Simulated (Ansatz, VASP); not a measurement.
# Ir (Iridium): VASP beside Ansatz

Aim: how closely do two programs agree when they are given the same cell, functional and k mesh? The cell is taken from a series of runs on this material, whose earlier steps may have relaxed, scaled, displaced or heated it; both programs get it as it stands.

Calculated with Ansatz 0.2.0; plane waves, with VASP 6.6.1 beside it; relaxation of cell and atoms at LDA.

## Step 1: Set-up

It takes space group Fm-3m (No. 225, cubic). The conventional cell has a = 3.811 Å, b = 3.811 Å, c = 3.811 Å, α = 90.00°, β = 90.00°, γ = 90.00°. Ir has 12 Ir at 2.69 Å nearest.

## Step 2: Ansatz: relaxation of cell and atoms, LDA

Ansatz runs on its PAW soft_1 files.

The relaxed volume is the usual yardstick between codes: in a stiff, nearly cubic crystal its relative difference is about their pressure difference at one cell divided by the bulk modulus.

Contents of input.yaml:

```yaml
crystal:
  lattice:
    - [0.0, 1.9054439644, 1.9054439644]
    - [1.9054439644, 0.0, 1.9054439644]
    - [1.9054439644, 1.9054439644, 0.0]
  atoms:
    - { symbol: Ir, position: [0.0, 0.0, 0.0] }
kpoints:
  mp_grid: { grid: [20, 20, 20] }
hamiltonian:
  xc: lda
  pseudopotentials: { kind: paw, azcp: { folder: soft_1 }, xc_functional: pbe }
scf:
  occupations: { method: methfessel_paxton, width: 0.2 }
  lower_state_search: "off"
output:
  forces: true
  stress: true
  eigenvalues: true
relax:
  adjacent_minimum: "off"
  f_tol: 0.001
  max_steps: 60
  cell: { stress_tol: 0.01 }
```

Started as:

```
$ ansatz run input.yaml --threads 8 --pin off --max-ram 16384MiB --backend cpu --events-out ev --progress --plain --runs-dir out
```

Numbers of over 12 decimals in the logs are rounded to 6 here.

The log of the run:

```text
Engine: ansatz 0.2.0, aarch64-unknown-linux-gnu
Pseudopotentials: kind: paw
Pseudopotential: Ir, paw, valence charge 17, recommended cutoff 420 eV (normal), soft_1/Ir.paw.azcp
Functional definition: SPW92
  exchange = slater_x
  correlation = pw_c
Crystal: 1 atoms, lattice volume = 13.836 Å³
Basis set: ecut = 420 eV, 283 PW (Γ)
Bands: 13, of which v1, the nominal top of the filled ones, is band 9 counted from 1 (8 counted from 0)
Symmetry: 48 space group operations
Space group: Fm-3m (ITA 225), of the structure as read, at distance tolerance 2.4e-5 Å
k-points: 256 of 8000
Non-local potential: Ir, projectors of the file, l = 0: 3, l = 1: 2, l = 2: 2, l = 3: 1
PAW form: soft (Blöchl's): semilocal exchange-correlation on the pseudo side does not see the compensation charge
PAW frozen core: Ir, regenerated for the run's functional, and the local potential with it (the file was generated under x = pbe(κ = 0.804, μ = 0.219515), c = pbe(β = 0.066725))
PAW one-centre angular grid: Ir, 590 points (default); XC on 64 Gauss nodes
Initial density: superposition of atomic densities (chi_scale 0.1, normalization cell)
Initial wavefunctions: pseudopotential atomic-orbital guess
Functional: x = slater, c = lda
SCF iter   1: F=—  HF=-11664.659059 eV  |F-HF|=—  |Δ(HF+E_count)|=         —  Δρ=5.10e-2  dr2=2.58e-1  ethr=3.10e-3  ⟨swp⟩=5.0  Hψ=16532  notcnv=0
preconditioner: auto → none  [metal: Δε(μ)=0.003 eV  Ē_g=14.444 eV  σ=0.200 eV  W_gap=0.01  n_scr=0 (ndim 8)  ℏωp=29.9 eV  f_vac=0.000  D(μ)=0.52/eV (n_scr^D=0)]
SCF iter   2: F=—  HF=-11664.562577 eV  |F-HF|=—  |Δ(HF+E_count)|=   9.65e-2  S|Δr|=    0.00e0  Δρ=1.59e-2  dr2=7.67e-3  ethr=1.52e-3  ⟨swp⟩=2.6  Hψ=7285  notcnv=0  defer=50
SCF iter   3: F=—  HF=-11664.559132 eV  |F-HF|=—  |Δ(HF+E_count)|=   3.44e-3  S|Δr|=    0.00e0  Δρ=7.15e-3  dr2=1.59e-3  ethr=4.51e-5  ⟨swp⟩=1.2  Hψ=3754  notcnv=0  defer=50
SCF iter   4: F=—  HF=-11664.558267 eV  |F-HF|=—  |Δ(HF+E_count)|=   8.65e-4  S|Δr|=    0.00e0  Δρ=1.96e-4  dr2=1.80e-6  ethr=9.36e-6  ⟨swp⟩=1.0  Hψ=3278  notcnv=0  defer=50
SCF iter   5: F=—  HF=-11664.558264 eV  |F-HF|=—  |Δ(HF+E_count)|=   3.44e-6  S|Δr|=    0.00e0  Δρ=3.53e-5  dr2=9.57e-8  ethr=5.88e-10  ⟨swp⟩=7.2  Hψ=16848  notcnv=0
SCF iter   6: F=-11664.558264 eV  HF=-11664.558264 eV  |F-HF|=1.02e-10  |Δ(HF+E_count)|=   3.68e-8  S|Δr|=    0.00e0  Δρ=1.61e-6  dr2=1.71e-10  ethr=5.63e-10  ⟨swp⟩=2.6  Hψ=12079  notcnv=0
SCF 1 converged in 6 iterations: F = -11664.558264 eV  dr2 = 1.71e-10
  greatest PAW one-centre occupation: 1.000 electrons in one spin orbital (limit 2), on the Ir atom at site 0 (counted from 0), in its partial waves of l = 0
relax step   1: F+E_penalty+E_count = -11664.55826398 eV  Δ(F+E_penalty+E_count) = +0.000e0 eV  max|allowed force component| = 0.000e0 eV/Å  Δτ_max = 0.0000 Å  P = -0.140 GPa  Ω = 13.836 Å³  (6 SCF iters, dr2 threshold 1.00e-7 eV, accepted)
[...]
relax step   2: F+E_penalty+E_count = -11664.55826465 eV  Δ(F+E_penalty+E_count) = -6.703e-7 eV  max|allowed force component| = 0.000e0 eV/Å  Δτ_max = 0.0000 Å  P = +0.244 GPa  Ω = 13.823 Å³  energy of the carried Pulay correction = +4.900e-6 eV  (2 SCF iters, dr2 threshold 4.92e-8 eV, rejected (line search))
[...]
relax step   3: F+E_penalty+E_count = -11664.55826786 eV  Δ(F+E_penalty+E_count) = -3.881e-6 eV  max|allowed force component| = 0.000e0 eV/Å  Δτ_max = 0.0000 Å  P = -0.000 GPa  Ω = 13.831 Å³  energy of the carried Pulay correction = +1.788e-6 eV  (4 SCF iters, accepted)
[...]
relax step   4: F+E_penalty+E_count = -11664.55826647 eV  Δ(F+E_penalty+E_count) = +1.393e-6 eV  max|allowed force component| = 0.000e0 eV/Å  Δτ_max = 0.0000 Å  P = -0.000 GPa  Ω = 13.831 Å³  stress off target by 1.22e-4 GPa  SCF on the basis re-selected at this cell (its energy is not comparable with the rows above)  (6 SCF iters)
basis re-selected at this cell: Δ(F+E_penalty+E_count) = +1.393e-6 eV, ΔP = +0.000 GPa vs the last step (what re-selecting the basis moved, of the pressure what is left beyond the Pulay correction that the steps carried, after the strain that the cell walked since its last selection, with what the two solves' SCF thresholds leave and, on support functions, any second-order correction that the steps lacked; it is no measure of the basis error at this ecutwfc). This SCF's stress stands 1.22e-4 GPa from its target on what of the cell is left free (relax.cell.stress_tol is 1.00e-2 GPa) and its largest allowed force component is 0.00e0 eV/Å (relax.f_tol is 1.00e-3 eV/Å): [rest of the remark cut]
SCF converged after 6 iterations
Stability not checked: this state was not tested for a lower state beside it, because cold or Methfessel-Paxton smearing, or corrected tetrahedra, fill the levels in a way that the test cannot read (fill_not_monotonic; see scf.lower_state_search)
Free energy (F): -11664.558266 eV
Harris-Foulkes:  -11664.558266 eV  (|F-HF|=5.46e-12)
Internal energy: -11664.561064 eV  (E = F + TS)
E sigma→0 (E₀):  -11664.558966 eV
Entropy (-TS):   0.002797 eV (2.797 meV/atom)
Fermi energy:    26.125362 eV
--- Per-component energies (eV) ---
  E_band       = -78.527194
  E_kinetic    = 541.679701
  E_local      = -1078.932765  (includes V_loc(G=0)·N_el)
  E_nonlocal   = 196.930790
  E_hartree    = 402.955352
  E_xc         = -229.818646
  E_vxc        = -257.561507  (∫ρ·V_xc dr)
  E_paw        = -8994.160185  (= ΣΔE_a)
  E_vpaw       = -286.554441  (= ΣTr[D̂ρ^β])
  E_aug_tail   = 0.000334  (compensation charges beyond the density's cutoff)
  E_ewald      = -2503.627329
  E_core_change = 0.411683  (= ΣΔE_core)
  E_smearing   = 0.002797  (= −TS)
  E_closure    = 0.000000  (closes the sum)
  Σ components = -11664.558266   (vs F -11664.558266, Δ=0.00e0)
--- Forces (eV/Å), atoms counted from 1 ---
  atom   1  Ir     0.00000000     0.00000000    -0.00000000
  max |Σ_I F_I| component: 3.08e-32 eV/Å
--- Stress (GPa, compression-positive) ---
       -0.000122      -0.000000      -0.000000
        0.000000      -0.000122      -0.000000
       -0.000000      -0.000000      -0.000122
  P = ⅓ Tr σ = -0.0001 GPa (-0.001 kbar)
--- Band table (eV; the first three rows and the last of 256) ---
  k-point 0: bands = [... 5 lower, 22.1302, 22.1302, 22.1302, 24.9512, 24.9512, 39.7766, 45.3548, 45.3548]
  k-point 1: bands = [... 5 lower, 22.0673, 22.1807, 22.1807, 24.9170, 24.9170, 39.9783, 44.8179, 45.5478]
  k-point 2: bands = [... 5 lower, 21.9013, 22.3170, 22.3170, 24.8361, 24.8361, 40.5436, 43.6655, 46.1138]
  k-point 255: bands = [... 5 lower, 21.1306, 21.1306, 24.2918, 27.7291, 34.4360, 35.3658, 35.3658, 39.7732]
--- Relaxed structure (3 steps of the walk, 2 accepted, 1 SCFs on fresh bases) ---
  F+E_penalty+E_count = -11664.55826647 eV   max|allowed force component| = 0.000e0 eV/Å   (the final SCF, on the basis selected at the relaxed cell)
  cell:  # Å, volume = 13.8315 Å³
    - [0, 1.905225, 1.905225]
    - [1.905225, 0, 1.905225]
    - [1.905225, 1.905225, 0]
  atoms:
    - { symbol: Ir, position: [0.0, 0.0, 0.0] }
```

## Step 3: VASP: relaxation of cell and atoms, LDA

The same cell, functional (in two slightly different forms), mesh and smearing now go to VASP, with its own data sets.

Lines of VASP's logs that name or quote its potential files are left out, and so is its time.

Contents of INCAR:

```
SYSTEM = Ir
PREC = Accurate
ENCUT = 500
EDIFF = 1E-07
NELM = 120
ISMEAR = 1
SIGMA = 0.2
LREAL = .FALSE.
ALGO = Normal
GGA = CA
NBANDS = 10
LASPH = .TRUE.
LORBIT = 11
LWAVE = .FALSE.
LCHARG = .FALSE.
ISIF = 3
IBRION = 2
NSW = 80
EDIFFG = -0.005
GGA_COMPAT = .FALSE.
NELMIN = 4
```

Contents of POSCAR:

```
Ir
1.0
    0.0000000000      1.9054440000      1.9054440000
    1.9054440000      0.0000000000      1.9054440000
    1.9054440000      1.9054440000      0.0000000000
Ir
1
Direct
    0.0000000000      0.0000000000      0.0000000000
```

Contents of KPOINTS:

```
Automatic mesh
0
Gamma
20 20 20
0 0 0
```

PAW data sets: Ir (LDA family, release 64).

Started as:

```
$ mpirun -np 1 vasp_std
```

The log of the run:

```text
[banner, memory and clock lines left out]
running    1 mpi-ranks, on    1 nodes
 distrk:  each k-point on    1 cores,    1 groups
 distr:  one band on    1 cores,    1 groups

 POSCAR found type information on POSCAR Ir
 POSCAR found :  1 types and       1 ions
 LDA part: xc-table for (Slater(with rela. corr.)+CA(PZ))
 , standard interpolation
 POSCAR, INCAR and KPOINTS ok, starting setup
 FFT: planning ... GRIDC
 FFT: planning ... GRID_SOFT
 FFT: planning ... GRID
 WAVECAR not read
 entering main loop
       N       E                     dE             d eps       ncg     rms          rms(c)
DAV:   1     0.463056263045E+02    0.46306E+02   -0.43028E+03  5202   0.801E+02
DAV:   2    -0.100307962052E+02   -0.56336E+02   -0.52960E+02  5238   0.194E+02
DAV:   3    -0.109303425599E+02   -0.89955E+00   -0.89670E+00  6034   0.303E+01
DAV:   4    -0.109390024404E+02   -0.86599E-02   -0.86582E-02  5854   0.274E+00
DAV:   5    -0.109391807997E+02   -0.17836E-03   -0.17836E-03  5922   0.371E-01    0.167E+01
DAV:   6    -0.104303247731E+02    0.50886E+00   -0.88073E-01  5772   0.116E+01    0.664E+00
DAV:   7    -0.103360029049E+02    0.94322E-01   -0.25824E-01  6350   0.569E+00    0.148E+00
DAV:   8    -0.103330636038E+02    0.29393E-02   -0.17631E-03  5526   0.432E-01    0.113E+00
DAV:   9    -0.103284600787E+02    0.46035E-02   -0.22673E-03  5678   0.712E-01    0.448E-02
DAV:  10    -0.103284469277E+02    0.13151E-04   -0.13047E-05  7360   0.376E-02    0.945E-03
DAV:  11    -0.103284475732E+02   -0.64551E-06   -0.14251E-06  5642   0.885E-03    0.477E-04
DAV:  12    -0.103284475707E+02    0.24718E-08   -0.16623E-08  3620   0.107E-03
   1 F= -.10328448E+02 E0= -.10329386E+02  d E =-.103284E+02
 curvature:   0.00 expect dE= 0.000E+00 dE for cont linesearch  0.000E+00
 trial: gam= 0.00000 g(F)=  0.183E-65 g(S)=  0.640E-02 ort = 0.000E+00 (trialstep = 0.100E+01)
 search vector abs. value=  0.640E-02
 bond charge predicted
       N       E                     dE             d eps       ncg     rms          rms(c)
DAV:   1    -0.103646940870E+02   -0.36247E-01   -0.15566E+00  5586   0.184E+01    0.195E+00
DAV:   2    -0.103230355943E+02    0.41658E-01   -0.10092E-01  5630   0.396E+00    0.772E-01
DAV:   3    -0.103188454007E+02    0.41902E-02   -0.16624E-02  6396   0.143E+00    0.252E-01
DAV:   4    -0.103188317432E+02    0.13657E-04   -0.34513E-04  5942   0.162E-01    0.469E-02
DAV:   5    -0.103188441893E+02   -0.12446E-04   -0.17530E-05  6720   0.264E-02    0.709E-03
DAV:   6    -0.103188458459E+02   -0.16566E-05   -0.58615E-07  5918   0.486E-03    0.447E-04
DAV:   7    -0.103188458470E+02   -0.11039E-08   -0.63317E-09  2952   0.796E-04
   2 F= -.10318846E+02 E0= -.10319849E+02  d E =0.960172E-02
 trial-energy change:    0.009602  1 .order    0.009407   -0.006405    0.025218
 step:   0.1967(harm=  0.2025)  dis= 0.00000  next Energy=   -10.329076 (dE=-0.628E-03)
 bond charge predicted
       N       E                     dE             d eps       ncg     rms          rms(c)
DAV:   1    -0.103583291996E+02   -0.39483E-01   -0.10067E+00  5584   0.148E+01    0.181E+00
DAV:   2    -0.103320972955E+02    0.26232E-01   -0.57620E-02  5626   0.304E+00    0.542E-01
DAV:   3    -0.103290652818E+02    0.30320E-02   -0.11765E-02  6190   0.123E+00    0.139E-01
DAV:   4    -0.103290585247E+02    0.67570E-05   -0.21669E-04  6066   0.132E-01    0.275E-02
DAV:   5    -0.103290670135E+02   -0.84888E-05   -0.14021E-05  6722   0.208E-02    0.380E-03
DAV:   6    -0.103290685048E+02   -0.14913E-05   -0.77405E-07  6224   0.512E-03    0.437E-04
DAV:   7    -0.103290685048E+02   -0.26375E-10   -0.10270E-08  2984   0.914E-04
   3 F= -.10329069E+02 E0= -.10330020E+02  d E =-.620934E-03
 curvature:  -0.10 expect dE=-0.757E-07 dE for cont linesearch -0.757E-07
 trial: gam= 0.00000 g(F)=  0.662E-64 g(S)=  0.747E-06 ort =-0.692E-04 (trialstep = 0.839E+00)
 search vector abs. value=  0.747E-06
 reached required accuracy - stopping structural energy minimisation
```

From OUTCAR (step 3):

```text
ion  position               nearest neighbor table
   1  0.000  0.000  0.000-

  LATTYP: Found a face centered cubic cell.
 ALAT       =     3.8108880000

 Subroutine GETGRP returns: Found 48 space group operations
 (whereof 48 operations were pure point group operations)

The static configuration has the point symmetry O_h .

 Found    256 irreducible k-points:

   k-points           NKPTS =    256   k-points in BZ     NKDIM =    256   number of bands    NBANDS=     10

   dimension x,y,z NGX =    20 NGY =   20 NGZ =   20
   dimension x,y,z NGXF=    40 NGYF=   40 NGZF=   40

   ENCUT  =  500.0 eV  36.75 Ry    6.06 a.u.   4.91  4.91  4.91*2*pi/ulx,y,z

   NELECT =       9.0000    total number of electrons

 k-points in reciprocal lattice and weights: Automatic mesh
   0.00000000  0.00000000  0.00000000       0.000
   0.05000000  0.00000000  0.00000000       0.001
   0.10000000  0.00000000  0.00000000       0.001
   0.15000000  0.00000000  0.00000000       0.001
   0.20000000  0.00000000  0.00000000       0.001
   0.25000000  0.00000000  0.00000000       0.001
   0.30000000  0.00000000  0.00000000       0.001
   0.35000000  0.00000000  0.00000000       0.001
   0.40000000  0.00000000  0.00000000       0.001
[...]
-0.30000000  0.50000000  0.20000000       0.002
  -0.25000000  0.50000000  0.25000000       0.001

 average (electrostatic) potential at core
       1 -48.6007

 E-fermi :  10.5419

 k-point     1 :       0.0000    0.0000    0.0000
  band No.  band energies     occupation
    ...
      2       6.5801      2.00000
      3       6.5801      2.00000
      4       6.5801      2.00000
      5       9.3765      2.00000
      6       9.3765      2.00000
      7      24.9106      0.00000
      8      30.5458      0.00000
      9      30.5458      0.00000
     10      30.5458      0.00000

 k-point     2 :       0.0500    0.0000    0.0000
  band No.  band energies     occupation
    ...
      2       6.5185      2.00000
      3       6.6303      2.00000
      4       6.6303      2.00000
      5       9.3431      2.00000
      6       9.3431      2.00000
      7      25.1102      0.00000
      8      29.9313      0.00000
      9      30.7351      0.00000
     10      30.7351      0.00000

 k-point     3 :       0.1000    0.0000    0.0000
  band No.  band energies     occupation
    ...
      2       6.3557      2.00000
      3       6.7660      2.00000
      4       6.7660      2.00000
      5       9.2644      2.00000
      6       9.2644      2.00000
      7      25.6691      0.00000
      8      28.6646      0.00000
      9      31.2888      0.00000
     10      31.2888      0.00000

  Total       -0.0022722     -0.0022722     -0.0022722     -0.0000000     -0.0000000     -0.0000000
  in kB       -0.2615382     -0.2615382     -0.2615382     -0.0000000     -0.0000000     -0.0000000
  external PRESSURE =      -0.2615382 kB  Pullay stress =       0.0000000 kB

  energy-cutoff  :      500.00
  volume of cell :       13.92
      direct lattice vectors                 reciprocal lattice vectors
     0.000000000  1.909247367  1.909247367    -0.261883299  0.261883299  0.261883299
     1.909247367  0.000000000  1.909247367     0.261883299 -0.261883299  0.261883299
     1.909247367  1.909247367  0.000000000     0.261883299  0.261883299 -0.261883299

 POSITION                                       TOTAL-FORCE (eV/Angst)
 -----------------------------------------------------------------------------------
      0.00000      0.00000      0.00000         0.000000      0.000000     -0.000000
 -----------------------------------------------------------------------------------
    total drift:                                0.000000     -0.000000     -0.000000

  FREE ENERGIE OF THE ION-ELECTRON SYSTEM (eV)
  ---------------------------------------------------
  free  energy   TOTEN  =       -10.3290685048 eV

  energy  without entropy=      -10.3319218869  energy(sigma->0) =      -10.33001963

 reached required accuracy - stopping structural energy minimisation

 total charge
# of ion       s       p       d       tot
------------------------------------------
    1        0.687   0.759   7.025   8.470

[... 3 further parts left out ...]
```

## Step 4: Side by side

Known differences besides the potentials themselves: the two LDA forms differ slightly; the data sets hold 17 valence electrons in Ansatz (on its PAW soft_1 files) and 9 in VASP; the cutoff is 420 eV in Ansatz and 500 eV in VASP; VASP's log shows a relativistic correction to its local exchange, Ansatz's none; Ansatz adds a Pulay correction to the stress that steers its cell, VASP none. Total energies have different zeros and are not compared.

Both answers:

| quantity | Ansatz | VASP | difference |
| --- | --- | --- | --- |
| volume (Å³) | 13.83 | 13.92 | -0.63 % |
| edge a after relaxation, in the typed setting (Å) | 2.694 | 2.700 | -0.21 % |

## Step 5: Outcome

| Quantity | Value |
| --- | --- |
| difference in volume (relaxation of cell and atoms, LDA) | -0.63 % |

The difference in volume is -0.63 % (relaxation of cell and atoms, LDA), within the 1.2 % picked in this series as the mark of a large difference, as far as the stopping tolerances let one tell. The data sets hold unlike numbers of valence electrons (17 in Ansatz and 9 in VASP), so part of the differences comes from the potentials. How closely two codes agree says nothing of how well the functional describes the real material.

[Lines on the potential files, build, host, timing and source positions are cut from VASP's logs without a mark.]

[Logs are printed without paths, hosts, clocks, repeated set-up lines and the standing remarks that a program may print on its own settings, such as how far it seeks lower states.]

[Hosts, paths, dates, database ids (printed as entryN), source tags and the programs' standing remarks are cut or masked in the printed files.]
